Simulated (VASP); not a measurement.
A run of VASP 6.6.1:

The input INCAR:

```
PREC = Normal ; ENCUT = 520
EDIFF = 1E-4 ; ISMEAR = 0
SIGMA = 0.15 ; LREAL = False
LASPH = True ; NELM = 60
ALGO = Fast ; ISIF = 3
LWAVE = False ; LCHARG = False
GGA = PE ; IBRION = 2
NSW = 24 ; EDIFFG = -0.08
```

Contents of KPOINTS:

```
Automatic mesh
0
Gamma
  3 3 2
```

The input POSCAR:

```
SnTeS4
1.0
    5.2454251500      0.0000000000      0.0000000000
    0.0000000000      5.2454251500      0.0000000000
    0.0000000000      0.0000000000      6.7258889800
Sn Te S
1 1 4
Direct
    0.5000000000      0.5000000000      0.0000000000
    0.0000000000      0.0000000000      0.0000000000
    0.0000000000      0.5000000000      0.1658122700
    0.5000000000      0.0000000000      0.8341877300
    0.0000000000      0.5000000000      0.8341877300
    0.5000000000      0.0000000000      0.1658122700
```

Potentials or basis: VASP PAW PBE potentials, release 64 (Sn_d, Te, S).

Command:

```console
$ cat potpaw_PBE.64/Sn_d/POTCAR potpaw_PBE.64/Te/POTCAR potpaw_PBE.64/S/POTCAR > POTCAR
$ mpirun -np 1 vasp_std > vasp.out
```

Hardware: 1 thread of AMD EPYC 9R45 96-Core Processor (Zen 5), on a shared host.

Task: How long does it take, and how much memory?

Result: It took 31 s on 1 thread of AMD EPYC 9R45 96-Core Processor (Zen 5), on a shared host, peak memory 0.18 GiB. Counts: scf iterations 37, k points 6, ion steps 6.
